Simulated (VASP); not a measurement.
Here is the system:

```yaml
crystal:
  lattice:
    - [1.74487, -3.02220, 0.00000]
    - [1.74487, 3.02220, 0.00000]
    - [0.00000, 0.00000, 11.12715]
  atoms:
    - { symbol: La, position: [0.00000, 0.00000, 0.50000] }
    - { symbol: La, position: [0.00000, 0.00000, 0.00000] }
    - { symbol: La, position: [0.33333, 0.66667, 0.25000] }
    - { symbol: La, position: [0.66667, 0.33333, 0.75000] }
```

Calculation: PBEsol GGA, VASP's PBE PAW potentials (set 64) (plane waves; VASP 6.6.1). Settings: 500 eV cut-off, 10×10×3 Γ-centred mesh, first-order Methfessel-Paxton smearing of 0.10 eV, potentials La.

Task: Predict the energy per atom (σ→0), pressure, band gap (on the k-mesh) with the smallest direct gap where there is one.

Result: 
- band gap (on the k-mesh) = none (metal, semimetal or under 0.01 eV)
- energy per atom (σ→0) = -5.275 eV/atom
- pressure = 4.97 GPa

The compound is La in the dhcp structure. It was relaxed first under an external pressure of 5 GPa.
